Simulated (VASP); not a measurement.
```
Nb2CS2
1.0
    3.24086     0.00000     0.00000
   -1.62043     2.80666     0.00000
    0.00000     0.00000     8.59397
Nb C S
2 1 2
Direct
  0.66667   0.33333   0.86203
  0.33333   0.66667   0.13797
  0.00000   0.00000   0.00000
  0.66667   0.33333   0.32807
  0.33333   0.66667   0.67193
```

Level of theory: PBEsol GGA, VASP's PBE PAW potentials (set 64) (plane waves; VASP 6.6.1). Settings: 520 eV cut-off, 10×10×4 Γ-centred mesh, first-order Methfessel-Paxton smearing of 0.10 eV, potentials Nb_sv C S.

Without a dispersion term in the relaxation, distances and binding between the weakly bound layers, chains or molecules are unreliable, and so is what depends on them.

Question: Estimate the energy per atom (σ→0), band gap (on the k-mesh) with the smallest direct gap where there is one.

Answer: 
| Quantity | Result |
|---|---|
| band gap (on the k-mesh) | none (metal, semimetal or under 0.01 eV) |
| energy per atom (σ→0) | -9.046 eV/atom |

The structure comes from a computed database's Nb2CS2 entry (P-3m1); how it stands against other phases isn't given here. It was relaxed first, which changed the volume by -11 %. The start is the result of an earlier pass.
